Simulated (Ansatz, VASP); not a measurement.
# Cross-check of HfO2 between VASP and Ansatz

Aim: how closely do two programs agree when they are given the same cell, functional and k mesh? Of the first pair: The two relaxations start from unlike cells of this crystal (the structure described is Ansatz's start), so only their ends are compared.

Program: Ansatz 0.2.0. Level of theory: plane waves, with VASP 6.6.1 beside it; relaxation of cell and atoms at LDA and zone-centre phonons at LDA. Results are calculated unless marked as measured.

### 1. The starting structure

Symmetry: Fm-3m, No. 225, cubic system. Conventional cell: a = 5.115 Å, b = 5.115 Å, c = 5.115 Å, α = 90.00°, β = 90.00°, γ = 90.00°. Hf has 8 O at 2.21 Å nearest. O has 4 Hf at 2.21 Å nearest. Farther neighbours and most contacts between anions are not listed.

### 2. Ansatz: relaxation of cell and atoms, LDA

Ansatz runs on norm-conserving files, of PseudoDojo where its log says so.

The relaxed volume is the usual yardstick between codes: in a stiff, nearly cubic crystal its relative difference is about their pressure difference at one cell divided by the bulk modulus.

Contents of input.yaml:

```yaml
crystal:
  lattice:
    - [-2.5575, 0.0, 2.5575]
    - [0.0, 2.5575, 2.5575]
    - [-2.5575, 2.5575, 0.0]
  atoms:
    - { symbol: Hf, position: [0.0, 0.0, 0.0] }
    - { symbol: O, position: [0.75, 0.75, 0.75] }
    - { symbol: O, position: [0.25, 0.25, 0.25] }
kpoints:
  mp_grid: { grid: [6, 6, 6] }
hamiltonian:
  xc: lda
  pseudopotentials: { kind: nc, accuracy: standard }
scf:
  occupations: { method: gaussian, width: 0.1 }
output:
  forces: true
  stress: true
  eigenvalues: true
basis:
  ecutwfc: 979.61
relax:
  adjacent_minimum: "off"
  f_tol: 0.05
  max_steps: 80
  cell: { stress_tol: 0.5 }
```

Launch:

```bash
> ansatz run input.yaml --threads 4 --pin off --max-ram 8192MiB --backend cpu --events-out ev --progress --plain --runs-dir out
```

Numbers of over 12 decimals in the logs are rounded to 6 here.

Log:

```text
Warning: basis.ecutwfc = 979.61 eV is below the records' recommended 1142.878222 eV, and the density's cutoff is lower with it unless basis.ecutrho_ratio is high enough to keep the records' density cutoff: compare with a run at a higher cutoff
The last accepted step is kept in <dir> (removed where the run ends without a failure and the disk answers)
Engine: ansatz 0.2.0, aarch64-unknown-linux-gnu
Pseudopotentials: kind: nc
Pseudopotential: Hf, nc, valence charge 12, recommended cutoff 789.130201 eV (normal), Hf.nc.azcp (PseudoDojo's, or run here from an input of PseudoDojo's; its table is named by hamiltonian.pseudopotentials.accuracy)
Pseudopotential: O, nc, valence charge 6, recommended cutoff 1142.878222 eV (normal), O.nc.azcp (PseudoDojo's, or run here from an input of PseudoDojo's; its table is named by hamiltonian.pseudopotentials.accuracy)
Functional definition: SPW92
  exchange = slater_x
  correlation = pw_c
Crystal: 3 atoms, lattice volume = 33.456 Å³
Basis set: ecut = 979.61 eV, 2277 PW (Γ)
Bands: 16, of which v1, the nominal top of the filled ones, is band 12 counted from 1 (11 counted from 0)
Symmetry: 48 space group operations
Space group: Fm-3m (ITA 225), of the structure as read, at distance tolerance 3.2e-5 Å
k-points: 16 of 216
Non-local potential: Hf, projectors of the file, l = 0: 2, l = 1: 2, l = 2: 2, l = 3: 2
Non-local potential: O, projectors of the file, l = 0: 2, l = 1: 2, l = 2: 1
Initial density: superposition of atomic densities (chi_scale 0.1, normalization cell, long waves kept (reshape's long-wave potential 0.00 eV rms))
Initial wavefunctions: pseudopotential atomic-orbital guess
Functional: x = slater, c = lda
SCF iter   1: F=—  HF=-2441.235111 eV  |F-HF|=—  |Δ(HF+E_count)|=         —  Δρ=5.94e-2  dr2=1.04e0  ethr=3.10e-3  ⟨swp⟩=6.6  Hψ=1522  notcnv=0
preconditioner: auto → none  [insulator: Δε(μ)=4.087 eV  Ē_g=18.964 eV  σ=0.100 eV  W_gap=1.00  n_scr=14 (ndim 8)  ℏωp=30.1 eV  f_vac=0.000  D(μ)=0.00/eV (n_scr^D=0)  ε∞_Penn≈3.5]
SCF iter   2: F=—  HF=-2440.976120 eV  |F-HF|=—  |Δ(HF+E_count)|=   2.59e-1  Δρ=4.00e-2  dr2=2.66e-1  ethr=3.10e-3  ⟨swp⟩=2.4  Hψ=572  notcnv=0
SCF iter   3: F=—  HF=-2440.925030 eV  |F-HF|=—  |Δ(HF+E_count)|=   5.11e-2  Δρ=1.55e-2  dr2=8.50e-2  ethr=1.11e-3  ⟨swp⟩=3.1  Hψ=611  notcnv=0
SCF iter   4: F=—  HF=-2440.905365 eV  |F-HF|=—  |Δ(HF+E_count)|=   1.97e-2  Δρ=2.11e-3  dr2=8.22e-4  ethr=3.54e-4  ⟨swp⟩=2.1  Hψ=379  notcnv=0
SCF iter   5: F=—  HF=-2440.905411 eV  |F-HF|=—  |Δ(HF+E_count)|=   4.57e-5  Δρ=4.97e-4  dr2=8.25e-5  ethr=3.42e-6  ⟨swp⟩=2.8  Hψ=504  notcnv=0
SCF iter   6: F=—  HF=-2440.905389 eV  |F-HF|=—  |Δ(HF+E_count)|=   2.21e-5  Δρ=7.34e-5  dr2=7.10e-7  ethr=3.44e-7  ⟨swp⟩=2.9  Hψ=490  notcnv=0
SCF iter   7: F=-2440.905389 eV  HF=-2440.905389 eV  |F-HF|=5.47e-9  |Δ(HF+E_count)|=   1.25e-7  Δρ=5.98e-6  dr2=7.13e-9  ethr=4.17e-10  ⟨swp⟩=9.2  Hψ=1692  notcnv=0
SCF 1 converged in 7 iterations: F = -2440.905389 eV  dr2 = 7.13e-9
relax step   1: F+E_penalty+E_count = -2440.90538851 eV  Δ(F+E_penalty+E_count) = +0.000e0 eV  max|allowed force component| = 4.048e-18 eV/Å  Δτ_max = 0.0000 Å  P = -21.955 GPa  Ω = 33.456 Å³  (7 SCF iters, dr2 threshold 1.00e-7 eV, accepted)
[...]
relax step   4: F+E_penalty+E_count = -2441.13449843 eV  Δ(F+E_penalty+E_count) = -9.608e-4 eV  max|allowed force component| = 1.388e-17 eV/Å  Δτ_max = 0.0000 Å  P = -0.034 GPa  Ω = 30.627 Å³  energy of the carried Pulay correction = +2.043e-2 eV  (4 SCF iters, dr2 threshold 3.00e-7 eV, accepted)
[...]
relax step   5: F+E_penalty+E_count = -2441.12088530 eV  Δ(F+E_penalty+E_count) = +1.361e-2 eV  max|allowed force component| = 2.005e-17 eV/Å  Δτ_max = 0.0000 Å  P = -0.773 GPa  Ω = 30.627 Å³  stress off target by 7.73e-1 GPa  SCF on the basis re-selected at this cell (its energy is not comparable with the rows above)  (5 SCF iters)
[...]
relax step   6: F+E_penalty+E_count = -2441.12169970 eV  Δ(F+E_penalty+E_count) = -8.144e-4 eV  max|allowed force component| = 9.637e-18 eV/Å  Δτ_max = 0.0000 Å  P = +0.013 GPa  Ω = 30.547 Å³  energy of the carried Pulay correction = +6.229e-4 eV  (4 SCF iters, dr2 threshold 3.00e-7 eV, accepted)
[...]
relax step   7: F+E_penalty+E_count = -2441.12123752 eV  Δ(F+E_penalty+E_count) = +4.622e-4 eV  max|allowed force component| = 1.619e-17 eV/Å  Δτ_max = 0.0000 Å  P = -0.005 GPa  Ω = 30.547 Å³  stress off target by 4.57e-3 GPa  SCF on the basis re-selected at this cell (its energy is not comparable with the rows above)  (4 SCF iters)
basis re-selected at this cell: Δ(F+E_penalty+E_count) = +4.622e-4 eV, ΔP = -0.017 GPa vs the last step (what re-selecting the basis moved, of the pressure what is left beyond the Pulay correction that the steps carried, after the strain that the cell walked since its last selection, with what the two solves' SCF thresholds leave and, on support functions, any second-order correction that the steps lacked; it is no m [...]
SCF converged after 4 iterations
Free energy (F): -2441.121238 eV
Harris-Foulkes:  -2441.121238 eV  (|F-HF|=3.55e-11)
Internal energy: -2441.121238 eV  (E = F + TS)
E sigma→0 (E₀):  -2441.121238 eV
Fermi energy:    14.946250 eV
--- Per-component energies (eV) ---
  E_band       = -89.991935
  E_kinetic    = 1005.389685
  E_local      = -1227.875800  (includes V_loc(G=0)·N_el)
  E_nonlocal   = -79.078061
  E_hartree    = 359.776855
  E_xc         = -613.484776
  E_vxc        = -507.981688  (∫ρ·V_xc dr)
  E_ewald      = -1885.849140
  E_smearing   = -0.000000  (= −TS)
  E_closure    = 0.000000  (closes the sum)
  Σ components = -2441.121238   (vs F -2441.121238, Δ=0.00e0)
--- Forces (eV/Å), atoms counted from 1 ---
  atom   1  Hf     0.00000000     0.00000000     0.00000000
  atom   2  O      0.00000000    -0.00000000     0.00000000
  atom   3  O     -0.00000000     0.00000000     0.00000000
  max |Σ_I F_I| component: 1.98e-17 eV/Å
--- Stress (GPa, compression-positive) ---
       -0.004571      -0.000000       0.000000
       -0.000000      -0.004571      -0.000000
        0.000000      -0.000000      -0.004571
  P = ⅓ Tr σ = -0.0046 GPa (-0.046 kbar)
--- Band table (eV; the first three rows and the last of 16) ---
  k-point 0: bands = [... 8 lower, 7.2380, 12.4007, 12.4007, 12.4007, 16.9453, 16.9453, 19.2694, 24.2710]
  k-point 1: bands = [... 8 lower, 8.0585, 11.6458, 11.8890, 11.8890, 17.4747, 17.4747, 20.1652, 23.0820]
  k-point 2: bands = [... 8 lower, 9.5388, 10.4255, 11.2645, 11.2645, 17.8844, 17.8844, 20.2385, 23.0766]
  k-point 15: bands = [... 8 lower, 9.8577, 10.8236, 11.4754, 12.8784, 17.5964, 18.6159, 20.4588, 21.0881]
--- Relaxed structure (5 steps of the walk, 5 accepted, 2 SCFs on fresh bases) ---
  F+E_penalty+E_count = -2441.12123752 eV   max|allowed force component| = 1.619e-17 eV/Å   (the final SCF, on the basis selected at the relaxed cell)
  cell:  # Å, volume = 30.5466 Å³
    - [-2.481100, 0, 2.481100]
    - [0, 2.481100, 2.481100]
    - [-2.481100, 2.481100, 0]
  atoms:
    - { symbol: Hf, position: [0, 0, 0] }
    - { symbol: O, position: [0.750000, 0.750000, 0.750000] }
    - { symbol: O, position: [0.25, 0.25, 0.25] }
```

### 3. VASP: relaxation of cell and atoms, LDA

Its own start cell and the same functional (in two slightly different forms), mesh and smearing now go to VASP, with its own data sets.

Lines of VASP's logs that name or quote its potential files are left out, and so is its time.

Contents of INCAR:

```
SYSTEM = HfO2
PREC = Accurate
ENCUT = 600
EDIFF = 1E-07
NELM = 120
ISMEAR = 0
SIGMA = 0.1
LREAL = .FALSE.
ALGO = Normal
GGA = CA
NBANDS = 17
LASPH = .TRUE.
LORBIT = 11
LWAVE = .FALSE.
LCHARG = .FALSE.
ISIF = 3
IBRION = 2
NSW = 80
EDIFFG = -0.005
GGA_COMPAT = .FALSE.
NELMIN = 4
EFERMI = MIDGAP
KPAR = 2
```

Contents of POSCAR:

```
HfO2
1.0
   -2.4899547101      0.0000000000      2.4899547101
    0.0000000000      2.4899547101      2.4899547101
   -2.4899547101      2.4899547101      0.0000000000
Hf O
1 2
Direct
    0.0000000000      0.0000000000      0.0000000000
    0.7500000000      0.7500000000      0.7500000000
    0.2500000000      0.2500000000      0.2500000000
```

Contents of KPOINTS:

```
Automatic mesh
0
Gamma
6 6 6
0 0 0
```

Potentials, in the order of the species: Hf_pv and O (LDA family, release 64).

Launch:

```bash
> mpirun -np 2 vasp_std
```

Log:

```text
[banner, memory and clock lines left out]
running    2 mpi-ranks, on    1 nodes
 distrk:  each k-point on    1 cores,    2 groups
 distr:  one band on    1 cores,    1 groups

 POSCAR found type information on POSCAR HfO
 POSCAR found :  2 types and       3 ions
 LDA part: xc-table for (Slater(with rela. corr.)+CA(PZ))
 , standard interpolation
 POSCAR, INCAR and KPOINTS ok, starting setup
 FFT: planning ... GRIDC
 FFT: planning ... GRID_SOFT
 FFT: planning ... GRID
 WAVECAR not read
 entering main loop
       N       E                     dE             d eps       ncg     rms          rms(c)
DAV:   1     0.958213862540E+02    0.95821E+02   -0.13985E+04   544   0.145E+03
DAV:   2    -0.350555486997E+02   -0.13088E+03   -0.12568E+03   731   0.312E+02
DAV:   3    -0.386362032309E+02   -0.35807E+01   -0.35717E+01   617   0.472E+01
DAV:   4    -0.386562116848E+02   -0.20008E-01   -0.20006E-01   708   0.388E+00
DAV:   5    -0.386563293535E+02   -0.11767E-03   -0.11766E-03   634   0.276E-01    0.555E+01
DAV:   6    -0.332872805693E+02    0.53690E+01   -0.22027E+01   567   0.341E+01    0.468E+01
DAV:   7    -0.331388198929E+02    0.14846E+00   -0.67869E-01   634   0.716E+00    0.306E+01
DAV:   8    -0.330911099185E+02    0.47710E-01   -0.19911E-01   556   0.423E+00    0.775E+00
DAV:   9    -0.330773560635E+02    0.13754E-01   -0.37940E-02   573   0.172E+00    0.245E+00
DAV:  10    -0.330770480048E+02    0.30806E-03   -0.21467E-03   673   0.360E-01    0.627E-02
DAV:  11    -0.330770399236E+02    0.80812E-05   -0.12224E-04   634   0.899E-02    0.600E-02
DAV:  12    -0.330770404531E+02   -0.52952E-06   -0.62927E-06   673   0.198E-02    0.201E-02
DAV:  13    -0.330770405060E+02   -0.52916E-07   -0.17406E-07   645   0.372E-03
   1 F= -.33077041E+02 E0= -.33077041E+02  d E =-.330770E+02
 curvature:   0.00 expect dE= 0.000E+00 dE for cont linesearch  0.000E+00
 trial: gam= 0.00000 g(F)=  0.171E-45 g(S)=  0.115E-04 ort = 0.000E+00 (trialstep = 0.100E+01)
 search vector abs. value=  0.115E-04
 bond charge predicted
       N       E                     dE             d eps       ncg     rms          rms(c)
DAV:   1    -0.330770975019E+02   -0.57049E-04   -0.14629E-03   572   0.337E-01    0.128E-01
DAV:   2    -0.330770466649E+02    0.50837E-04   -0.21330E-04   568   0.104E-01    0.416E-02
DAV:   3    -0.330770386140E+02    0.80509E-05   -0.11999E-05   565   0.292E-02    0.272E-02
DAV:   4    -0.330770368054E+02    0.18086E-05   -0.63046E-06   603   0.199E-02    0.194E-02
DAV:   5    -0.330770368932E+02   -0.87796E-07   -0.14630E-07   531   0.309E-03
   2 F= -.33077037E+02 E0= -.33077037E+02  d E =0.361281E-05
 trial-energy change:    0.000004  1 .order    0.000004   -0.000012    0.000019
 step:   0.3746(harm=  0.3746)  dis= 0.00000  next Energy=   -33.077043 (dE=-0.216E-05)
 bond charge predicted
       N       E                     dE             d eps       ncg     rms          rms(c)
DAV:   1    -0.330770663197E+02   -0.29514E-04   -0.56909E-04   570   0.209E-01    0.800E-02
DAV:   2    -0.330770465441E+02    0.19776E-04   -0.83267E-05   564   0.649E-02    0.261E-02
DAV:   3    -0.330770434476E+02    0.30965E-05   -0.46184E-06   572   0.181E-02    0.170E-02
DAV:   4    -0.330770427451E+02    0.70253E-06   -0.24314E-06   592   0.123E-02    0.120E-02
DAV:   5    -0.330770427793E+02   -0.34189E-07   -0.52673E-08   339   0.193E-03
   3 F= -.33077043E+02 E0= -.33077043E+02  d E =-.227330E-05
 curvature:  -0.19 expect dE=-0.872E-09 dE for cont linesearch -0.872E-09
 trial: gam= 0.00000 g(F)=  0.700E-46 g(S)=  0.465E-08 ort =-0.232E-06 (trialstep = 0.875E+00)
 search vector abs. value=  0.475E-08
 reached required accuracy - stopping structural energy minimisation
```

Parts of OUTCAR (step 3):

```text
ion  position               nearest neighbor table
   1  0.000  0.000  0.000-   2 2.16   2 2.16   2 2.16   2 2.16   3 2.16   3 2.16   3 2.16   3 2.16

  LATTYP: Found a face centered cubic cell.
 ALAT       =     4.9799094202

 Subroutine GETGRP returns: Found 48 space group operations
 (whereof 48 operations were pure point group operations)

The static configuration has the point symmetry O_h .

 Found     16 irreducible k-points:

   k-points           NKPTS =     16   k-points in BZ     NKDIM =     16   number of bands    NBANDS=     17

   dimension x,y,z NGX =    28 NGY =   28 NGZ =   28
   dimension x,y,z NGXF=    56 NGYF=   56 NGZF=   56

   ENCUT  =  600.0 eV  44.10 Ry    6.64 a.u.   7.03  7.03  7.03*2*pi/ulx,y,z

   NELECT =      22.0000    total number of electrons

 k-points in reciprocal lattice and weights: Automatic mesh
   0.00000000  0.00000000  0.00000000       0.005
   0.16666667  0.00000000  0.00000000       0.037
   0.33333333  0.00000000  0.00000000       0.037
   0.50000000  0.00000000  0.00000000       0.019
   0.16666667  0.16666667  0.00000000       0.028
   0.33333333  0.16666667  0.00000000       0.111
   0.50000000  0.16666667  0.00000000       0.111
  -0.33333333  0.16666667  0.00000000       0.111
  -0.16666667  0.16666667  0.00000000       0.056
[...]
-0.33333333  0.33333333  0.16666667       0.111
  -0.33333333  0.50000000  0.16666667       0.056

 average (electrostatic) potential at core
       1 -36.9291       2 -70.2264       3 -70.2264

 E-fermi :   6.3990

 k-point     1 :       0.0000    0.0000    0.0000
  band No.  band energies     occupation
    ...
      7      -1.2152      2.00000
      8      -1.2152      2.00000
      9       3.8926      2.00000
     10       3.8926      2.00000
     11       3.8926      2.00000
     12       8.3355      0.00000
     13       8.3355      0.00000
     14      10.6525      0.00000
     15      15.5856      0.00000
     16      15.5856      0.00000
    ...

 k-point     2 :       0.1667    0.0000    0.0000
  band No.  band energies     occupation
    ...
      7      -0.9371      2.00000
      8      -0.4161      2.00000
      9       3.1386      2.00000
     10       3.3844      2.00000
     11       3.3844      2.00000
     12       8.8621      0.00000
     13       8.8621      0.00000
     14      11.5611      0.00000
     15      14.4130      0.00000
     16      15.0950      0.00000
    ...

 k-point     3 :       0.3333    0.0000    0.0000
  band No.  band energies     occupation
    ...
      7      -0.3811      2.00000
      8       1.0387      2.00000
      9       1.9355      2.00000
     10       2.7646      2.00000
     11       2.7646      2.00000
     12       9.2657      0.00000
     13       9.2657      0.00000
     14      11.6102      0.00000
     15      14.4468      0.00000
     16      14.5222      0.00000
    ...

  Total       -0.0003106     -0.0003106     -0.0003106      0.0000000     -0.0000000     -0.0000000
  in kB       -0.0161109     -0.0161109     -0.0161109      0.0000000     -0.0000000     -0.0000000
  external PRESSURE =      -0.0161109 kB  Pullay stress =       0.0000000 kB

  energy-cutoff  :      600.00
  volume of cell :       30.88
      direct lattice vectors                 reciprocal lattice vectors
    -2.490186625  0.000000000  2.490186625    -0.200788164 -0.200788164  0.200788164
     0.000000000  2.490186625  2.490186625     0.200788164  0.200788164  0.200788164
    -2.490186625  2.490186625  0.000000000    -0.200788164  0.200788164 -0.200788164

 POSITION                                       TOTAL-FORCE (eV/Angst)
 -----------------------------------------------------------------------------------
     -0.00000      0.00000      0.00000        -0.000000      0.000000     -0.000000
     -3.73528      3.73528      3.73528         0.000000     -0.000000     -0.000000
     -1.24509      1.24509      1.24509        -0.000000      0.000000      0.000000
 -----------------------------------------------------------------------------------
    total drift:                               -0.000000      0.000000      0.000000

  FREE ENERGIE OF THE ION-ELECTRON SYSTEM (eV)
  ---------------------------------------------------
  free  energy   TOTEN  =       -33.0770427793 eV

  energy  without entropy=      -33.0770427793  energy(sigma->0) =      -33.07704278

 reached required accuracy - stopping structural energy minimisation

 total charge
# of ion       s       p       d       tot
------------------------------------------
    1        0.312   6.655   1.485   8.451
    2        1.549   3.565   0.000   5.114
    3        1.549   3.565   0.000   5.114
--------------------------------------------------
tot          3.410  13.784   1.485  18.678

[... 3 further parts left out ...]
```

### 4. Differences

Known differences besides the potentials themselves: the two LDA forms differ slightly; the data sets hold 24 valence electrons in Ansatz (on norm-conserving files, of PseudoDojo where its log says so) and 22 in VASP; the cutoff is 979.61 eV in Ansatz and 600 eV in VASP; VASP's log shows a relativistic correction to its local exchange, Ansatz's none; Ansatz adds a Pulay correction to the stress that steers its cell, VASP none; Ansatz's log warns that its cutoff lies below the recommended one. Total energies have different zeros and are not compared.

Compared:

| quantity | Ansatz | VASP | difference |
| --- | --- | --- | --- |
| volume (Å³) | 30.55 | 30.88 | -1.09 % |
| edge a after relaxation, in the typed setting (Å) | 3.509 | 3.522 | -0.37 % |

(Part 1 of 2 ends here.)

[Lines on the potential files, build, host, timing and source positions are cut from VASP's logs without a mark.]

[Logs are printed without paths, hosts, clocks, repeated set-up lines and the standing remarks that a program may print on its own settings, such as how far it seeks lower states.]

[Hosts, paths, dates, database ids (printed as entryN), source tags and the programs' standing remarks are cut or masked in the printed files.]
